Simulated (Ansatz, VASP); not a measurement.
# TiO2 (Anatase) in two plane-wave programs

Aim: how closely do two programs agree when they are given the same cell, functional and k mesh? The structure shown is the start of the Ansatz relaxation below; VASP solves that cell, so the two are compared at the walk's first step.

Method: plane waves, with VASP 6.6.1 beside it; single point at LDA, in Ansatz 0.2.0.

**1. Starting point**

It takes space group I4_1/amd (No. 141, tetragonal). The conventional cell has a = 3.690 Å, b = 3.690 Å, c = 8.937 Å, α = 90.00°, β = 90.00°, γ = 90.00°. Nearest to O lie 3 Ti at 1.87 to 1.92 Å. Nearest to Ti lie 6 O at 1.87 to 1.92 Å. Farther neighbours and most contacts between anions are not listed.

**2. Ansatz: relaxation, LDA**

Ansatz runs on its PAW soft_1 files.

The two programs are compared at the cell with which this relaxation starts, whose forces are those of its first step.

Input file input.yaml:

```yaml
crystal:
  lattice:
    - [-1.8451756265, 1.8451756265, 4.4684301628]
    - [1.8451756265, -1.8451756265, 4.4684301628]
    - [1.8451756265, 1.8451756265, -4.4684301628]
  atoms:
    - { symbol: O, position: [0.2146883856, 0.2146883856, 0.0] }
    - { symbol: O, position: [0.9646883856, 0.4646883856, 0.5] }
    - { symbol: O, position: [0.5353116144, 0.0353116144, 0.5] }
    - { symbol: O, position: [0.7853116144, 0.7853116144, 0.0] }
    - { symbol: Ti, position: [0.0, 0.0, 0.0] }
    - { symbol: Ti, position: [0.75, 0.25, 0.5] }
kpoints:
  mp_grid: { grid: [12, 12, 12] }
hamiltonian:
  xc: lda
  pseudopotentials: { kind: paw, azcp: { folder: soft_1 }, xc_functional: pbe }
scf:
  occupations: { method: fixed }
output:
  forces: true
  stress: true
  eigenvalues: true
relax:
  adjacent_minimum: "off"
  f_tol: 0.001
  max_steps: 60
  cell: { stress_tol: 0.01, fix: [volume] }
```

The run is started by

```
ansatz run input.yaml --threads 4 --pin off --max-ram 16384MiB --backend cpu --events-out ev --progress --plain --runs-dir out
```

Numbers of over 12 decimals in the logs are rounded to 6 here.

Output:

```text
Engine: ansatz 0.2.0, x86_64-unknown-linux-gnu
Pseudopotentials: kind: paw
Pseudopotential: O, paw, valence charge 6, recommended cutoff 420 eV (normal), soft_1/O.paw.azcp
Pseudopotential: Ti, paw, valence charge 12, recommended cutoff 420 eV (normal), soft_1/Ti.paw.azcp
Functional definition: SPW92
  exchange = slater_x
  correlation = pw_c
Crystal: 6 atoms, lattice volume = 60.854 Å³
Basis set: ecut = 420 eV, 1203 PW (Γ)
Bands: 30, of which v1, the nominal top of the filled ones, is band 24 counted from 1 (23 counted from 0)
Symmetry: 16 space group operations
Space group: I41/amd (ITA 141), of the structure as read, at distance tolerance 3.9e-5 Å
k-points: 163 of 1728
Non-local potential: O, projectors of the file, l = 0: 2, l = 1: 2, l = 2: 1
Non-local potential: Ti, projectors of the file, l = 0: 3, l = 1: 2, l = 2: 3, l = 3: 1
PAW form: soft (Blöchl's): semilocal exchange-correlation on the pseudo side does not see the compensation charge
PAW frozen core: O, regenerated for the run's functional, and the local potential with it (the file was generated under x = pbe(κ = 0.804, μ = 0.219515), c = pbe(β = 0.066725))
PAW frozen core: Ti, regenerated for the run's functional, and the local potential with it (the file was generated under x = pbe(κ = 0.804, μ = 0.219515), c = pbe(β = 0.066725))
PAW one-centre angular grid: O, 110 points (default); XC on 64 Gauss nodes
PAW one-centre angular grid: Ti, 590 points (default); XC on 64 Gauss nodes
Initial density: superposition of atomic densities (chi_scale 0.1, normalization cell, long waves kept (reshape's long-wave potential 0.00 eV rms))
Initial wavefunctions: pseudopotential atomic-orbital guess
Functional: x = slater, c = lda
SCF iter   1: F=—  HF=-7130.982414 eV  |F-HF|=—  |Δ(HF+E_count)|=         —  Δρ=6.45e-2  dr2=2.69e0  ethr=3.10e-3  ⟨swp⟩=4.4  Hψ=16519  notcnv=0  defer=295
preconditioner: auto → none  [insulator: Δε(μ)=2.110 eV  Ē_g=10.286 eV  n_scr=14 (ndim 8)  ℏωp=26.9 eV  f_vac=0.000  ε∞_Penn≈7.9]
SCF iter   2: F=—  HF=-7130.310046 eV  |F-HF|=—  |Δ(HF+E_count)|=   6.72e-1  Δρ=4.21e-2  dr2=7.15e-1  ethr=3.10e-3  ⟨swp⟩=2.0  Hψ=9430  notcnv=0  defer=297
SCF iter   3: F=—  HF=-7130.352291 eV  |F-HF|=—  |Δ(HF+E_count)|=   4.22e-2  Δρ=3.53e-2  dr2=7.89e-1  ethr=1.49e-3  ⟨swp⟩=2.7  Hψ=8835  notcnv=0  defer=502
SCF iter   4: F=—  HF=-7130.203903 eV  |F-HF|=—  |Δ(HF+E_count)|=   1.48e-1  Δρ=7.60e-3  dr2=1.46e-2  ethr=1.49e-3  ⟨swp⟩=2.6  Hψ=8307  notcnv=0  defer=293
SCF iter   5: F=—  HF=-7130.207891 eV  |F-HF|=—  |Δ(HF+E_count)|=   3.99e-3  Δρ=1.63e-3  dr2=1.34e-3  ethr=3.03e-5  ⟨swp⟩=2.1  Hψ=8301  notcnv=0  defer=638
SCF iter   6: F=—  HF=-7130.207740 eV  |F-HF|=—  |Δ(HF+E_count)|=   1.51e-4  Δρ=8.82e-4  dr2=4.93e-4  ethr=2.78e-6  ⟨swp⟩=2.0  Hψ=8752  notcnv=0  defer=650
SCF iter   7: F=—  HF=-7130.207641 eV  |F-HF|=—  |Δ(HF+E_count)|=   9.82e-5  Δρ=3.18e-4  dr2=6.49e-5  ethr=1.03e-6  ⟨swp⟩=2.0  Hψ=6837  notcnv=0  defer=651
SCF iter   8: F=—  HF=-7130.207633 eV  |F-HF|=—  |Δ(HF+E_count)|=   8.35e-6  Δρ=5.86e-5  dr2=2.25e-6  ethr=1.35e-7  ⟨swp⟩=2.2  Hψ=6715  notcnv=0  defer=294
SCF iter   9: F=-7130.207633 eV  HF=-7130.207633 eV  |F-HF|=9.32e-9  |Δ(HF+E_count)|=   4.07e-7  Δρ=3.78e-6  dr2=1.04e-8  ethr=2.08e-10  ⟨swp⟩=8.1  Hψ=24597  notcnv=0
SCF 1 converged in 9 iterations: F = -7130.207633 eV  dr2 = 1.04e-8
  greatest PAW one-centre occupation: 0.998 electrons in one spin orbital (limit 2), on the Ti atom at site 5 (counted from 0), in its partial waves of l = 0
relax step   1: F+E_penalty+E_count = -7130.20763271 eV  Δ(F+E_penalty+E_count) = +0.000e0 eV  max|allowed force component| = 1.585e-1 eV/Å  Δτ_max = 0.0000 Å  P = +19.045 GPa  Ω = 60.854 Å³  fix = [volume]  reactions: volume +19.045 GPa  (9 SCF iters, dr2 threshold 1.00e-7 eV, accepted)
[...]
relax step   6: F+E_penalty+E_count = -7130.21545827 eV  Δ(F+E_penalty+E_count) = -2.046e-4 eV  max|allowed force component| = 4.065e-5 eV/Å  Δτ_max = 0.0000 Å  P = +17.134 GPa  Ω = 60.854 Å³  fix = [volume]  reactions: volume +17.134 GPa  stress off target by 7.98e-2 GPa on what of the cell is left free  SCF on the basis re-selected at this cell (its energy is not comparable with the rows above)  (7 SCF iters)
[...]
relax step   7: F+E_penalty+E_count = -7130.21547029 eV  Δ(F+E_penalty+E_count) = -1.202e-5 eV  max|allowed force component| = 7.281e-5 eV/Å  Δτ_max = 0.0007 Å  P = +17.076 GPa  Ω = 60.854 Å³  energy of the carried Pulay correction = +4.939e-7 eV  fix = [volume]  reactions: volume +17.076 GPa  (5 SCF iters, dr2 threshold 1.59e-8 eV, accepted)
[...]
relax step   8: F+E_penalty+E_count = -7130.21546724 eV  Δ(F+E_penalty+E_count) = +3.052e-6 eV  max|allowed force component| = 6.509e-5 eV/Å  Δτ_max = 0.0000 Å  P = +17.076 GPa  Ω = 60.854 Å³  fix = [volume]  reactions: volume +17.076 GPa  stress off target by 5.33e-3 GPa on what of the cell is left free  SCF on the basis re-selected at this cell (its energy is not comparable with the rows above)  (6 SCF iters)
basis re-selected at this cell: Δ(F+E_penalty+E_count) = +3.052e-6 eV, ΔP = -0.000 GPa vs the last step (what re-selecting the basis moved, of the pressure what is left beyond the Pulay correction that the steps carried, after the strain that the cell walked since its last selection, with what the two solves' SCF thresholds leave and, on support functions, any second-order correction that the steps lacked; it is no m [...]
SCF converged after 6 iterations
Free energy (F): -7130.215467 eV
Harris-Foulkes:  -7130.215467 eV  (|F-HF|=9.09e-13)
Internal energy: -7130.215467 eV  (E = F + TS)
E sigma→0 (E₀):  -7130.215467 eV
Fermi energy:    8.562727 eV
--- Per-component energies (eV) ---
  E_band       = -397.131554
  E_kinetic    = 1240.640422
  E_local      = -3457.201957  (includes V_loc(G=0)·N_el)
  E_nonlocal   = 342.935779
  E_hartree    = 1329.024803
  E_xc         = -516.090801
  E_vxc        = -657.710899  (∫ρ·V_xc dr)
  E_paw        = -2592.821940  (= ΣΔE_a)
  E_vpaw       = -523.847503  (= ΣTr[D̂ρ^β])
  E_aug_tail   = 0.003011  (compensation charges beyond the density's cutoff)
  E_ewald      = -3477.744372
  E_core_change = 1.039587  (= ΣΔE_core)
  E_smearing   = -0.000000  (= −TS)
  E_closure    = -0.000000  (closes the sum)
  Σ components = -7130.215467   (vs F -7130.215467, Δ=0.00e0)
--- Forces (eV/Å), atoms counted from 1 ---
  atom   1  O     -0.00000000    -0.00000000     0.00006509
  atom   2  O      0.00000000     0.00000000     0.00006509
  atom   3  O     -0.00000000    -0.00000000    -0.00006509
  atom   4  O      0.00000000     0.00000000    -0.00006509
  atom   5  Ti     0.00000000    -0.00000000     0.00000000
  atom   6  Ti    -0.00000000     0.00000000     0.00000000
  max |Σ_I F_I| component: 2.60e-18 eV/Å
--- Stress (GPa, compression-positive) ---
       17.078873       0.000000       0.000000
        0.000000      17.078873       0.000000
       -0.000000       0.000000      17.070879
  P = ⅓ Tr σ = 17.0762 GPa (170.762 kbar)
--- Band table (eV; the first three rows and the last of 163) ---
  k-point 0: bands = [... 20 lower, 7.7882, 7.7995, 7.8711, 7.8711, 10.4443, 11.5601, 12.3363, 12.3363, ... 2 higher]
  k-point 1: bands = [... 20 lower, 7.6588, 7.6791, 7.6879, 7.9775, 10.8403, 11.6184, 12.0823, 12.2760, ... 2 higher]
  k-point 2: bands = [... 20 lower, 7.1358, 7.3728, 7.7642, 8.0170, 11.6084, 11.7238, 11.7937, 12.2027, ... 2 higher]
  k-point 162: bands = [... 20 lower, 7.0724, 7.0724, 8.2330, 8.2330, 10.9754, 10.9754, 12.3877, 12.3877, ... 2 higher]
--- Relaxed structure (6 steps of the walk, 6 accepted, 2 SCFs on fresh bases) ---
  F+E_penalty+E_count = -7130.21546724 eV   max|allowed force component| = 6.509e-5 eV/Å   (the final SCF, on the basis selected at the relaxed cell)
  cell:  # Å, volume = 60.8542 Å³
    - [-1.855482, 1.855482, 4.418926]
    - [1.855482, -1.855482, 4.418926]
    - [1.855482, 1.855482, -4.418926]
  atoms:
    - { symbol: O, position: [0.217447, 0.217447, 0] }
    - { symbol: O, position: [0.967447, 0.467447, 0.500000] }
    - { symbol: O, position: [0.532553, 0.032553, 0.5] }
    - { symbol: O, position: [0.782553, 0.782553, 0] }
    - { symbol: Ti, position: [0, 0, 0] }
    - { symbol: Ti, position: [0.75, 0.250000, 0.500000] }
```

**3. VASP: single point, LDA, start cell, pair 1**

The same cell, functional (in two slightly different forms) and mesh now go to VASP, with its own data sets.

Lines of VASP's logs that name or quote its potential files are left out, and so is its time.

Input file INCAR:

```
SYSTEM = TiO2
PREC = Accurate
ENCUT = 520
EDIFF = 1E-06
NELM = 120
ISMEAR = 0
SIGMA = 0.01
LREAL = .FALSE.
ALGO = Normal
GGA = CA
NBANDS = 30
LASPH = .TRUE.
LORBIT = 11
LWAVE = .FALSE.
LCHARG = .FALSE.
ISIF = 2
GGA_COMPAT = .FALSE.
EFERMI = MIDGAP
KPAR = 2
```

Input file POSCAR:

```
TiO2
1.0
   -1.8451760000      1.8451760000      4.4684300000
    1.8451760000     -1.8451760000      4.4684300000
    1.8451760000      1.8451760000     -4.4684300000
O Ti
4 2
Direct
    0.2146883805      0.2146883805      0.0000000000
    0.9646883805      0.4646883805      0.5000000000
    0.5353116195      0.0353116195      0.5000000000
    0.7853116195      0.7853116195      0.0000000000
    0.0000000000      0.0000000000      0.0000000000
    0.7500000000      0.2500000000      0.5000000000
```

Input file KPOINTS:

```
Automatic mesh
0
Gamma
12 12 12
0 0 0
```

The projector-augmented-wave data sets are O and Ti_sv (LDA family, release 64).

The run is started by

```
mpirun -np 2 vasp_std
```

Output:

```text
[banner, memory and clock lines left out]
running    2 mpi-ranks, on    1 nodes
 distrk:  each k-point on    1 cores,    2 groups
 distr:  one band on    1 cores,    1 groups

 POSCAR found type information on POSCAR O Ti
 POSCAR found :  2 types and       6 ions
 LDA part: xc-table for (Slater(with rela. corr.)+CA(PZ))
 , standard interpolation
 POSCAR, INCAR and KPOINTS ok, starting setup
 FFT: planning ... GRIDC
 FFT: planning ... GRID_SOFT
 FFT: planning ... GRID
 WAVECAR not read
 entering main loop
       N       E                     dE             d eps       ncg     rms          rms(c)
DAV:   1     0.672777762249E+03    0.67278E+03   -0.24765E+04  9780   0.189E+03
DAV:   2     0.332573888038E+02   -0.63952E+03   -0.60908E+03 10612   0.558E+02
DAV:   3    -0.693050152197E+02   -0.10256E+03   -0.10050E+03 14644   0.205E+02
DAV:   4    -0.740717786793E+02   -0.47668E+01   -0.47617E+01 13366   0.441E+01
DAV:   5    -0.742514720610E+02   -0.17969E+00   -0.17967E+00 13116   0.727E+00    0.358E+01
DAV:   6    -0.588216716777E+02    0.15430E+02   -0.91827E+01 12486   0.997E+01    0.119E+01
DAV:   7    -0.586396087662E+02    0.18206E+00   -0.12466E+01 12550   0.303E+01    0.100E+01
DAV:   8    -0.586216729400E+02    0.17936E-01   -0.22785E+00 12038   0.165E+01    0.331E+00
DAV:   9    -0.585123755247E+02    0.10930E+00   -0.68328E-01 11752   0.867E+00    0.906E-01
DAV:  10    -0.585180474491E+02   -0.56719E-02   -0.82670E-02 11718   0.231E+00    0.402E-01
DAV:  11    -0.585150041442E+02    0.30433E-02   -0.16287E-02 10872   0.851E-01    0.684E-02
DAV:  12    -0.585151127217E+02   -0.10858E-03   -0.14828E-03 11630   0.453E-01    0.137E-01
DAV:  13    -0.585149963141E+02    0.11641E-03   -0.41340E-04 11572   0.233E-01    0.247E-02
DAV:  14    -0.585149964055E+02   -0.91404E-07   -0.45293E-05 13438   0.595E-02    0.103E-02
DAV:  15    -0.585149964350E+02   -0.29592E-07   -0.10399E-05 11942   0.362E-02    0.575E-03
DAV:  16    -0.585149961530E+02    0.28204E-06   -0.92555E-07  5804   0.127E-02
   1 F= -.58514996E+02 E0= -.58514996E+02  d E =0.000000E+00
```

Parts of OUTCAR (step 3):

```text
ion  position               nearest neighbor table
   1  0.215  0.215  0.000-   6 1.87   6 1.87   5 1.92
   2  0.965  0.465  0.500-   5 1.87   5 1.87   6 1.92
   3  0.535  0.035  0.500-   5 1.87   5 1.87   6 1.92
   4  0.785  0.785  0.000-   6 1.87   6 1.87   5 1.92
   5  0.000  0.000  0.000-   3 1.87   2 1.87   3 1.87   2 1.87   1 1.92   4 1.92   6 2.90   6 2.90
                             6 2.90   6 2.90
   6  0.750  0.250  0.500-   4 1.87   1 1.87   4 1.87   1 1.87   2 1.92   3 1.92   5 2.90   5 2.90
                             5 2.90   5 2.90

  LATTYP: Found a body centered tetragonal cell.
 ALAT       =     3.6903520000
 C/A-ratio  =     2.4216822677

 Subroutine GETGRP returns: Found 16 space group operations
 (whereof  8 operations were pure point group operations)

The static configuration has the point symmetry D_2d.
 The point group associated with its full space group is D_4h.

 Found    163 irreducible k-points:

   k-points           NKPTS =    163   k-points in BZ     NKDIM =    163   number of bands    NBANDS=     30

   dimension x,y,z NGX =    40 NGY =   40 NGZ =   40
   dimension x,y,z NGXF=    80 NGYF=   80 NGZF=   80

   ENCUT  =  520.0 eV  38.22 Ry    6.18 a.u.   9.62  9.62  9.62*2*pi/ulx,y,z

   NELECT =      48.0000    total number of electrons

 k-points in reciprocal lattice and weights: Automatic mesh
   0.00000000  0.00000000  0.00000000       0.001
   0.08333333 -0.00000000  0.00000000       0.005
   0.16666667  0.00000000  0.00000000       0.005
   0.25000000 -0.00000000  0.00000000       0.005
   0.33333333  0.00000000  0.00000000       0.005
   0.41666667  0.00000000 -0.00000000       0.005
   0.50000000 -0.00000000  0.00000000       0.002
   0.08333333  0.08333333  0.00000000       0.005
   0.16666667  0.08333333  0.00000000       0.009
[...]
-0.41666667 -0.41666667  0.41666667       0.001
   0.50000000  0.50000000  0.50000000       0.001

 average (electrostatic) potential at core
       1 -70.4964       2 -70.4964       3 -70.4964       4 -70.4964       5 -75.7426
       6 -75.7426

 E-fermi :   5.2560

 k-point     1 :       0.0000    0.0000    0.0000
  band No.  band energies     occupation
    ...
     20       3.4928      2.00000
     21       3.5504      2.00000
     22       3.5504      2.00000
     23       3.5808      2.00000
     24       3.5808      2.00000
     25       6.2331      0.00000
     26       7.2993      0.00000
     27       8.2574      0.00000
     28       8.2574      0.00000
     29       8.4202      0.00000
    ...

 k-point     2 :       0.0833   -0.0000    0.0000
  band No.  band energies     occupation
    ...
     20       3.3191      2.00000
     21       3.3469      2.00000
     22       3.4620      2.00000
     23       3.5897      2.00000
     24       3.6288      2.00000
     25       6.4529      0.00000
     26       7.3283      0.00000
     27       8.0783      0.00000
     28       8.2464      0.00000
     29       8.3177      0.00000
    ...

 k-point     3 :       0.1667    0.0000    0.0000
  band No.  band energies     occupation
    ...
     20       2.8886      2.00000
     21       2.9495      2.00000
     22       3.3349      2.00000
     23       3.5503      2.00000
     24       3.6461      2.00000
     25       6.9498      0.00000
     26       7.4180      0.00000
     27       7.8294      0.00000
     28       8.2022      0.00000
     29       8.2165      0.00000
    ...

  Total        7.7625124      7.7625124      7.7703193      0.0000000      0.0000000      0.0000000
  in kB      204.3724480    204.3724480    204.5779874      0.0000000      0.0000000      0.0000000
  external PRESSURE =     204.4409611 kB  Pullay stress =       0.0000000 kB

  energy-cutoff  :      520.00
  volume of cell :       60.85
      direct lattice vectors                 reciprocal lattice vectors
    -1.845176000  1.845176000  4.468430000     0.000000000  0.270976861  0.111896125
     1.845176000 -1.845176000  4.468430000     0.270976861  0.000000000  0.111896125
     1.845176000  1.845176000 -4.468430000     0.270976861  0.270976861  0.000000000

 POSITION                                       TOTAL-FORCE (eV/Angst)
 -----------------------------------------------------------------------------------
      0.00000      0.00000      1.91864         0.000000     -0.000000      0.206716
      0.00000      1.84518      4.15286        -0.000000      0.000000      0.206716
      0.00000      1.84518      0.31557        -0.000000      0.000000     -0.206716
      0.00000      0.00000      7.01822         0.000000     -0.000000     -0.206716
      0.00000      0.00000      0.00000        -0.000000     -0.000000      0.000000
      0.00000      1.84518      2.23421        -0.000000     -0.000000     -0.000000
 -----------------------------------------------------------------------------------
    total drift:                                0.000000      0.000000     -0.000000

  FREE ENERGIE OF THE ION-ELECTRON SYSTEM (eV)
  ---------------------------------------------------
  free  energy   TOTEN  =       -58.5149961530 eV

  energy  without entropy=      -58.5149961530  energy(sigma->0) =      -58.51499615

 total charge
# of ion       s       p       d       tot
------------------------------------------
    1        1.568   3.533   0.000   5.102
    2        1.568   3.533   0.000   5.102
    3        1.568   3.533   0.000   5.102
    4        1.568   3.533   0.000   5.102
    5        2.259   6.388   1.926  10.574
    6        2.259   6.388   1.926  10.574
--------------------------------------------------
tot         10.792  26.909   3.853  41.554

[... 3 further parts left out ...]
```

This run has no spin polarisation, so a moment on Ti, if there is one, isn't seen.

**4. Side by side**

Known differences besides the potentials themselves: the two LDA forms differ slightly; fixed occupations in Ansatz, narrow Gaussian smearing in VASP; the cutoff is 420 eV in Ansatz and 520 eV in VASP; VASP's log shows a relativistic correction to its local exchange, Ansatz's none. Total energies have different zeros and are not compared.

Forces (eV/Å; atoms numbered as in POSCAR):

```tsv
atom	Ansatz x, y, z	VASP x, y, z
O1	0.000, 0.000, 0.159	0.000, 0.000, 0.207
O2	0.000, 0.000, 0.159	0.000, 0.000, 0.207
O3	0.000, 0.000, -0.159	0.000, 0.000, -0.207
O4	0.000, 0.000, -0.159	0.000, 0.000, -0.207
Ti5	0.000, 0.000, 0.000	0.000, 0.000, 0.000
Ti6	0.000, 0.000, 0.000	0.000, 0.000, 0.000
```

The forces differ by 23 meV/Å r.m.s., which is 23.3 % of the r.m.s. force of 0.097 eV/Å (both taken over all components).

**5. What the set-up changes**

Further runs change the set-up of one program: Ansatz's method, potentials or start, or VASP's data sets, cutoff or form of LDA. The table gives that difference for each run.

```tsv
run	r.m.s. force difference (meV/Å)
as above	23
VASP with a cutoff of 600 eV (perhaps on Ansatz's relaxed cell)	22
```

**6. Ansatz: relaxation, LDA**

The two programs are compared at the cell with which this relaxation starts, whose forces are those of its first step. The cell compared in this pair holds 63.50 Å³, against 60.85 Å³ for the pair before.

The structure compared here is the start of the Ansatz relaxation; VASP solves that cell, so the two are compared at the walk's first step.

input.yaml, the sections that differ from step 2:

```yaml
crystal:
  lattice:
    - [-1.8525877241, 1.8525877241, 4.6254739035]
    - [1.8525877241, -1.8525877241, 4.6254739035]
    - [1.8525877241, 1.8525877241, -4.6254739035]
  atoms:
    - { symbol: O, position: [0.2099067752, 0.2099067752, 0.0] }
    - { symbol: O, position: [0.9599067752, 0.4599067752, 0.5] }
    - { symbol: O, position: [0.5400932248, 0.0400932248, 0.5] }
    - { symbol: O, position: [0.7900932248, 0.7900932248, 0.0] }
    - { symbol: Ti, position: [0.0, 0.0, 0.0] }
    - { symbol: Ti, position: [0.75, 0.25, 0.5] }
# kpoints, hamiltonian, scf, output, relax: as in step 2
```

The run is started by

```
ansatz run input.yaml --threads 4 --pin off --max-ram 16384MiB --backend cpu --events-out ev --progress --plain --runs-dir out
```

Output:

```text
[...]
- [-1.861623, 1.861623, 4.580685]
    - [1.861623, -1.861623, 4.580685]
    - [1.861623, 1.861623, -4.580685]
  atoms:
    - { symbol: O, position: [0.212159, 0.212159, 0] }
    - { symbol: O, position: [0.962159, 0.462159, 0.5] }
    - { symbol: O, position: [0.537841, 0.037841, 0.5] }
    - { symbol: O, position: [0.787841, 0.787841, 0] }
    - { symbol: Ti, position: [-1.0889743836181119e-19, -1.0889743836181119e-19, 0] }
    - { symbol: Ti, position: [0.75, 0.250000, 0.5] }
[key lines of the parts left out:]
SCF converged after 6 iterations
Free energy (F): -7130.421807 eV
Fermi energy:    7.887511 eV
P = ⅓ Tr σ = 8.0851 GPa (80.851 kbar)
```

(Part 1 of 2 ends here.)

[Lines on the potential files, build, host, timing and source positions are cut from VASP's logs without a mark.]

[Logs are printed without paths, hosts, clocks, repeated set-up lines and the standing remarks that a program may print on its own settings, such as how far it seeks lower states.]

[Hosts, paths, dates, database ids (printed as entryN), source tags and the programs' standing remarks are cut or masked in the printed files.]

[Rows of further runs with another cutoff or data set may stand on the cell that Ansatz relaxed, not on the start cell of the pair above them.]
